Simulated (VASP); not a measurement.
Data:

```yaml
crystal:
  lattice:
    - [0.00000, 2.53355, 2.53355]
    - [2.53355, 0.00000, 2.53355]
    - [2.53355, 2.53355, 0.00000]
  atoms:
    - { symbol: Zr, position: [0.00000, 0.00000, 0.00000] }
    - { symbol: O, position: [0.25000, 0.25000, 0.25000] }
    - { symbol: O, position: [0.75000, 0.75000, 0.75000] }
```

Method: PBEsol GGA, VASP's PBE PAW potentials (set 64) (plane waves; VASP). Run with PREC = Normal, EDIFF = 1E-5, 450 eV cut-off, 10×10×10 Γ-centred mesh, Gaussian smearing of 0.050 eV, potentials Zr_sv O.

At this cut-off the stress carries a Pulay error, which pulls relaxed volumes low.

### Question
Give the stress tensor in GPa (positive for a compressed cell).

### Answer

```
-1.44   0.00   0.00
 0.00  -1.44   0.00
 0.00   0.00  -1.44
```
The pressure is its mean diagonal, -1.44 GPa.

The compound is ZrO2 in the fluorite structure, the high-temperature cubic form, which is unstable at 0 K; the monoclinic form is the stable one. It was relaxed first.
